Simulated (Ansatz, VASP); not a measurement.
# Cross-check of SrFe2As2 between VASP and Ansatz

One calculation is typed for both programs; each brings its own data sets and cutoff. How far apart do they land?

Program: Ansatz 0.2.0. Level of theory: plane waves, with VASP 6.6.1 beside it; single point at LDA. Results are calculated unless marked as measured.

### Step 1. The starting structure

The structure is tetragonal, space group I4/mmm (No. 139). Conventional cell: a = 3.924 Å, b = 3.924 Å, c = 12.364 Å, α = 90.00°, β = 90.00°, γ = 90.00°. Sr has 8 As at 3.27 Å and 8 Fe at 3.66 Å nearest. Nearest to Fe lie 4 As at 2.39 Å and 4 Fe at 2.77 Å and 4 Sr at 3.66 Å. As has 4 Fe at 2.39 Å and 4 Sr at 3.27 Å nearest. Farther neighbours are not listed.

### Step 2. Ansatz: single point, LDA

Ansatz runs on its default PAW (the set named soft_2) files.

With cell and atoms fixed, the geometry can't cause a difference; cores, projectors, grids and the points listed under the comparison can.

input.yaml reads:

```yaml
crystal:
  lattice:
    - [-3.9243, 3.9243, 12.3644]
    - [1.96215, -1.96215, 6.1822]
    - [1.96215, 1.96215, -6.1822]
  atoms:
    - { symbol: Sr, position: [0.0, 0.0, 0.0] }
    - { symbol: Sr, position: [0.5, 0.0, 0.0] }
    - { symbol: Fe, position: [0.125, 0.75, 0.5], spin: 3.0 }
    - { symbol: Fe, position: [0.625, 0.75, 0.5], spin: -3.0 }
    - { symbol: Fe, position: [0.375, 0.25, 0.5], spin: 3.0 }
    - { symbol: Fe, position: [0.875, 0.25, 0.5], spin: -3.0 }
    - { symbol: As, position: [0.18, 0.36, 0.0] }
    - { symbol: As, position: [0.68, 0.36, 0.0] }
    - { symbol: As, position: [0.32, 0.64, 0.0] }
    - { symbol: As, position: [0.82, 0.64, 0.0] }
hamiltonian:
  xc: lda
  pseudopotentials: { kind: paw }
magnetization:
  spin_polarized: true
kpoints:
  mp_grid: { grid: [8, 8, 8] }
scf:
  occupations: { method: fermi_dirac, width: 0.05 }
  n_extra_bands: 14
output:
  forces: true
  stress: true
  eigenvalues: true
  write_density: true
  write_potential: true
  elf: true
  volumetric_format: npy
```

Launch:

```bash
$ ansatz run input.yaml --threads 4 --pin off --max-ram 9216MiB --backend cpu --events-out ev --progress --plain --runs-dir out
```

Numbers of over 12 decimals in the logs are rounded to 6 here.

Log:

```text
basis.fft_grid_basis auto: the FFT boxes are laid along the combinations [[1, -1, 0], [0, 1, 0], [0, 1, 1]] of the cell's own vectors, 10.369, 6.776 and 3.924 Å long. The dense box has 72×48×27 points. Along the cell's own vectors, as sized, it would have 96×48×48, 2.37 times as many. Of the 4 symmetry operations that the crystal satisfies within crystal.symmetry.tolerance (time reversal apart; of a slab, those that  [...]
scf.n_extra_bands = 14 over 72 filled bands (N_el = 144.0): the run solves 86 bands
Engine: ansatz 0.2.0, aarch64-unknown-linux-gnu
Pseudopotentials: kind: paw
Pseudopotential: Sr, paw, valence charge 10, recommended cutoff 420 eV (normal), Sr.paw.azcp
Pseudopotential: Fe, paw, valence charge 16, recommended cutoff 420 eV (normal), Fe.paw.azcp
Pseudopotential: As, paw, valence charge 15, recommended cutoff 420 eV (normal), As.paw.azcp
Functional definition: SPW92
  exchange = slater_x
  correlation = pw_c
Crystal: 10 atoms, lattice volume = 190.413 Å³
Basis set: ecut = 420 eV, 3761 PW (Γ), FFT grids on a1−a2, a2, a2+a3
Bands: 86, of which v1, the nominal top of the filled ones, is band 72 counted from 1 (71 counted from 0)
Symmetry: 4 space group operations
Space group: C2/m (ITA 12), of the structure as read, at distance tolerance 5.8e-5 Å
Magnetic group: BNS 12.63 (UNI 70), of the structure as read, at distance tolerance 5.8e-5 Å
k-points: 150 of 512
Non-local potential: Sr, projectors of the file, l = 0: 3, l = 1: 2, l = 2: 2
Non-local potential: Fe, projectors of the file, l = 0: 3, l = 1: 2, l = 2: 3, l = 3: 1
Non-local potential: As, projectors of the file, l = 0: 2, l = 1: 2, l = 2: 3, l = 3: 1
PAW form: soft (Blöchl's): semilocal exchange-correlation on the pseudo side does not see the compensation charge
PAW frozen core: Sr, regenerated for the run's functional, and the local potential with it (the file was generated under x = pbe(κ = 0.804, μ = 0.219515), c = pbe(β = 0.066725))
PAW frozen core: Fe, regenerated for the run's functional, and the local potential with it (the file was generated under x = pbe(κ = 0.804, μ = 0.219515), c = pbe(β = 0.066725))
PAW frozen core: As, regenerated for the run's functional, and the local potential with it (the file was generated under x = pbe(κ = 0.804, μ = 0.219515), c = pbe(β = 0.066725))
PAW one-centre angular grid: Sr, 110 points (default); XC on 64 Gauss nodes
PAW one-centre angular grid: Fe, 590 points (default); XC on 64 Gauss nodes
PAW one-centre angular grid: As, 590 points (default); XC on 64 Gauss nodes
Initial density: superposition of atomic densities (chi_scale 0.1, normalization cell, long waves kept (reshape's long-wave potential 0.03 eV rms))
Starting moments: Σ|m| = 12 μB on 4 of 10 sites
Starting magnetic order: antiferromagnet; a translation exchanges its spin sublattices: spin-degenerate at every k-point
Initial wavefunctions: pseudopotential atomic-orbital guess
Functional: x = slater, c = lda
SCF iter   1: F=—  HF=-43665.999944 eV  |F-HF|=—  |Δ(HF+E_count)|=         —  Δρ=3.69e-2 (↑3.69e-2 ↓3.69e-2)  dr2=4.51e0  dr2_m=1.65e0  M=0.000 μB ∫|m|=9.384 μB  β_m=0.30  ethr=3.10e-3  ⟨swp⟩=7.5  Hψ=52006  notcnv=0  defer=92
Mixer restart at iter 1: flushing history
preconditioner: auto → Kerker (q_TF=auto, 2.604 Å⁻¹)  [metal: Δε(μ)=0.002 eV  Ē_g=8.408 eV  σ=0.050 eV  W_gap=0.01  n_scr=62 (ndim 8)  ℏωp=22.2 eV  f_vac=0.000  D(μ)=9.56/eV (n_scr^D=88)]
spin=Collinear: Kerker preconditioning applied to the charge; magnetization (m = ρ↑ − ρ↓) channel mixes plain (no charge-response kernel on spin).
SCF iter   2: F=—  HF=-43666.124403 eV  |F-HF|=—  |Δ(HF+E_count)|=   1.24e-1  Δρ=3.16e-2 (↑3.16e-2 ↓3.16e-2)  dr2=2.25e0  dr2_m=1.40e0  M=0.000 μB ∫|m|=8.873 μB  β_m=0.65  ethr=3.10e-3  ⟨swp⟩=2.6  Hψ=16354  notcnv=0  defer=401
SCF iter   3: F=—  HF=-43668.856791 eV  |F-HF|=—  |Δ(HF+E_count)|=    2.73e0  Δρ=3.27e-2 (↑3.27e-2 ↓3.27e-2)  dr2=7.98e-1  dr2_m=1.73e0  M=0.000 μB ∫|m|=7.035 μB  β_m=0.82  ethr=1.56e-3  ⟨swp⟩=3.0  Hψ=20966  notcnv=0  defer=401
SCF iter   4: F=—  HF=-43668.844699 eV  |F-HF|=—  |Δ(HF+E_count)|=   1.21e-2  Δρ=2.24e-2 (↑2.24e-2 ↓2.24e-2)  dr2=1.18e0  dr2_m=7.67e-1  M=0.000 μB ∫|m|=6.141 μB  β_m=0.20  ethr=5.54e-4  ⟨swp⟩=3.0  Hψ=21051  notcnv=0  defer=435
SCF iter   5: F=—  HF=-43668.736869 eV  |F-HF|=—  |Δ(HF+E_count)|=   1.08e-1  Δρ=9.75e-3 (↑9.75e-3 ↓9.75e-3)  dr2=1.79e-1  dr2_m=1.31e-1  M=0.000 μB ∫|m|=6.099 μB  β_m=0.59  ethr=5.54e-4  ⟨swp⟩=3.0  Hψ=17749  notcnv=0  defer=435
SCF iter   6: F=—  HF=-43668.721646 eV  |F-HF|=—  |Δ(HF+E_count)|=   1.52e-2  Δρ=3.16e-3 (↑3.16e-3 ↓3.16e-3)  dr2=4.96e-2  dr2_m=4.17e-3  M=0.000 μB ∫|m|=5.319 μB  β_m=0.80  ethr=1.24e-4  ⟨swp⟩=3.0  Hψ=22966  notcnv=0  defer=419
SCF iter   7: F=—  HF=-43668.723268 eV  |F-HF|=—  |Δ(HF+E_count)|=   1.62e-3  Δρ=3.18e-3 (↑3.18e-3 ↓3.18e-3)  dr2=2.86e-3  dr2_m=1.72e-2  M=0.000 μB ∫|m|=5.413 μB  β_m=0.69  ethr=3.45e-5  ⟨swp⟩=2.0  Hψ=18101  notcnv=0  defer=419
SCF iter   8: F=—  HF=-43668.722485 eV  |F-HF|=—  |Δ(HF+E_count)|=   7.83e-4  Δρ=1.59e-3 (↑1.59e-3 ↓1.59e-3)  dr2=3.72e-3  dr2_m=3.55e-3  M=0.000 μB ∫|m|=5.536 μB  β_m=0.85  ethr=1.99e-6  ⟨swp⟩=2.0  Hψ=24593  notcnv=0  defer=419
SCF iter   9: F=—  HF=-43668.722441 eV  |F-HF|=—  |Δ(HF+E_count)|=   4.40e-5  Δρ=7.08e-4 (↑7.08e-4 ↓7.08e-4)  dr2=3.28e-4  dr2_m=8.43e-4  M=0.000 μB ∫|m|=5.606 μB  β_m=0.92  ethr=1.99e-6  ⟨swp⟩=2.0  Hψ=16715  notcnv=0  defer=419
SCF iter  10: F=—  HF=-43668.722324 eV  |F-HF|=—  |Δ(HF+E_count)|=   1.17e-4  Δρ=1.33e-4 (↑1.33e-4 ↓1.33e-4)  dr2=1.26e-4  dr2_m=1.11e-5  M=0.000 μB ∫|m|=5.666 μB  β_m=0.94  ethr=2.28e-7  ⟨swp⟩=2.4  Hψ=24373  notcnv=0  defer=419
SCF iter  11: F=—  HF=-43668.722326 eV  |F-HF|=—  |Δ(HF+E_count)|=   2.87e-6  Δρ=4.13e-5 (↑4.13e-5 ↓4.13e-5)  dr2=1.43e-6  dr2_m=2.64e-6  M=0.000 μB ∫|m|=5.675 μB  β_m=0.97  ethr=8.76e-8  ⟨swp⟩=2.0  Hψ=15553  notcnv=0  defer=419
SCF iter  12: F=—  HF=-43668.722326 eV  |F-HF|=—  |Δ(HF+E_count)|=   1.59e-7  Δρ=4.05e-6 (↑4.05e-6 ↓4.05e-6)  dr2=6.31e-8  dr2_m=8.56e-9  M=0.000 μB ∫|m|=5.677 μB  β_m=0.94  ethr=9.91e-10  ⟨swp⟩=2.0  Hψ=22484  notcnv=0  defer=419
SCF iter  13: F=—  HF=-43668.722326 eV  |F-HF|=—  |Δ(HF+E_count)|=   1.17e-9  Δρ=3.93e-6 (↑3.93e-6 ↓3.93e-6)  dr2=1.28e-7  dr2_m=3.62e-9  M=0.000 μB ∫|m|=5.678 μB  β_m=0.93  ethr=4.38e-11  ⟨swp⟩=2.0  Hψ=23771  notcnv=0  defer=419
SCF iter  14: F=-43668.722326 eV  HF=-43668.722326 eV  |F-HF|=3.25e-9  |Δ(HF+E_count)|=   1.56e-8  Δρ=7.48e-7 (↑7.48e-7 ↓7.48e-7)  dr2=5.14e-9  dr2_m=5.63e-11  M=0.000 μB ∫|m|=5.678 μB  ethr=4.38e-11  ⟨swp⟩=13.7  Hψ=94150  notcnv=0
SCF 1 converged in 14 iterations: F = -43668.722326 eV  dr2 = 5.14e-9
  greatest PAW one-centre occupation: 1.003 electrons in one spin orbital (limit 2), on the Fe atom at site 5 (counted from 0), in its partial waves of l = 1
SCF converged after 14 iterations
Magnetization: 0.0000 μB (72.0000 up, 72.0000 down)
Absolute magnetization: 5.6819 μB (∫|ρ↑−ρ↓|, with the PAW one-centre terms)
Spin contamination: 1.8591 ħ² per cell (⟨S²⟩ above its minimum at these occupations)
Per-site moments (μB) at R_I (Å): [(6.025588141104953e-17, 1.349101), (-6.174735780199882e-17, 1.349101), (1.272544, 0.984818), (-1.272544, 0.984818), (1.272544, 0.984818), (-1.272544, 0.984818), (-0.019968, 0.984818), (0.019968, 0.984818), (-0.019968, 0.984818), (0.019968, 0.984818)]
Free energy (F): -43668.722326 eV
Harris-Foulkes:  -43668.722326 eV  (|F-HF|=3.25e-9)
Internal energy: -43668.635390 eV  (E = F + TS)
E sigma→0 (E₀):  -43668.678858 eV
Entropy (-TS):   -0.086936 eV (-8.694 meV/atom)
Fermi energy:    12.097833 eV
--- Per-component energies (eV) ---
  E_band       = -2179.180522
  E_kinetic    = 2319.203809
  E_local      = -22126.446241  (includes V_loc(G=0)·N_el)
  E_nonlocal   = -1353.808431
  E_hartree    = 10307.839171
  E_xc         = -1128.679948
  E_vxc        = -1249.995837  (∫ρ·V_xc dr)
  E_paw        = -17437.159298  (= ΣΔE_a)
  E_vpaw       = -383.811353  (= ΣTr[D̂ρ^β])
  E_aug_tail   = 0.003166  (compensation charges beyond the density's cutoff)
  E_ewald      = -14260.082951
  E_core_change = 10.495334  (= ΣΔE_core)
  E_smearing   = -0.086936  (= −TS)
  E_closure    = 0.000000  (closes the sum)
  Σ components = -43668.722326   (vs F -43668.722326, Δ=0.00e0)
--- Forces (eV/Å), atoms counted from 1 ---
  atom   1  Sr     0.00000000    -0.00000000    -0.00000000
  atom   2  Sr     0.00000000     0.00000000     0.00000000
  atom   3  Fe     0.00000000     0.15341511    -0.03403156
  atom   4  Fe     0.00000000     0.15341511    -0.03403156
  atom   5  Fe     0.00000000    -0.15341511     0.03403156
  atom   6  Fe     0.00000000    -0.15341511     0.03403156
  atom   7  As     0.00000000     0.02732991    -1.20966191
  atom   8  As     0.00000000     0.02732991    -1.20966191
  atom   9  As     0.00000000    -0.02732991     1.20966191
  atom  10  As     0.00000000    -0.02732991     1.20966191
  max |Σ_I F_I| component: 3.12e-17 eV/Å
--- Stress (GPa, compression-positive) ---
      -10.563065       0.000000       0.000000
        0.000000     -10.926530      -0.220736
        0.000000      -0.220735     -10.237184
  P = ⅓ Tr σ = -10.5756 GPa (-105.756 kbar)
--- Band table (eV; the first three rows and the last of 300) ---
  k-point 0 ↑: bands = [... 68 lower, 11.5553, 11.9652, 12.0747, 12.2376, 12.6189, 12.7318, 12.8520, 13.0986, ... 10 higher]
  k-point 1 ↑: bands = [... 68 lower, 11.6386, 11.8148, 11.8374, 12.1363, 12.4686, 12.6632, 12.7295, 13.0108, ... 10 higher]
  k-point 2 ↑: bands = [... 68 lower, 11.3894, 11.5781, 11.7954, 12.0078, 12.3441, 12.5434, 12.7772, 12.8999, ... 10 higher]
  k-point 149 ↓: bands = [... 68 lower, 11.7022, 11.8142, 11.9762, 12.2116, 12.5494, 12.8881, 12.9329, 13.0591, ... 10 higher]
```

Wall time 2.5 min (4 threads of Arm Neoverse V1, shared host); peak memory 2.8 GiB; 9.6 min of CPU time.

The column dr2 measures how far the density is from self-consistency, as an energy; F and HF (Harris–Foulkes) agree once it is small.

The run ends at a pressure of -10.58 GPa, with forces up to 1.2 eV/Å.

(Part 1 of 2 ends here.)

[Lines on the potential files, build, host, timing and source positions are cut from VASP's logs without a mark.]

[Logs are printed without paths, hosts, clocks, repeated set-up lines and the standing remarks that a program may print on its own settings, such as how far it seeks lower states.]

[Hosts, paths, dates, database ids (printed as entryN), source tags and the programs' standing remarks are cut or masked in the printed files.]
